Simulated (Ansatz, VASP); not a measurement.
One calculation of K2PdC2, two programs

```xyz
5
Lattice="5.1182 0.0000 0.0000 -2.5591 4.4325 0.0000 0.0000 0.0000 5.2581" Properties=species:S:1:pos:R:3 pbc="T T T"
K     2.5591    1.4775    3.7869
K     0.0000    2.9550    1.4712
Pd    0.0000    0.0000    0.0000
C     0.0000    0.0000    3.2611
C     0.0000    0.0000    1.9971
```

The cell comes from a database or a generator and needn't be the stable form of this composition.

Alike in both runs: task single point; functional LDA; k mesh 6 × 6 × 6; occupations gaussian, width 0.05 eV; no spin polarisation.

|  | VASP | Ansatz |
| --- | --- | --- |
| version | VASP 6.6.1 | Ansatz 0.2.0 |
| potentials or method | VASP PAW LDA potentials, release 64 (K_sv, Pd, C) | scalar-relativistic, plane waves, PAW |
| plane-wave cutoff (eV) | 520 | 420 |
| valence electrons in the cell | 36 | 44 |

```tsv
	VASP	Ansatz	Ansatz less VASP
gap on the k mesh at the Fermi level (eV)	1.35	1.34	-0.003
least direct gap on the mesh (eV)	1.37	1.37	-0.003
pressure (GPa)	-2.5	-2.6	-0.13
largest component of the traceless stress (GPa)	1.21	1.33	+0.122
rms of the force components (eV/Å)	0.143	0.124	-0.0193
```

Atom by atom the forces differ by 0.019 eV/Å (rms over components). The two sets of potentials don't hold the same shells in valence.

A k mesh can miss the band edges. LDA gaps usually lie below the measured ones, often by a third to a half.
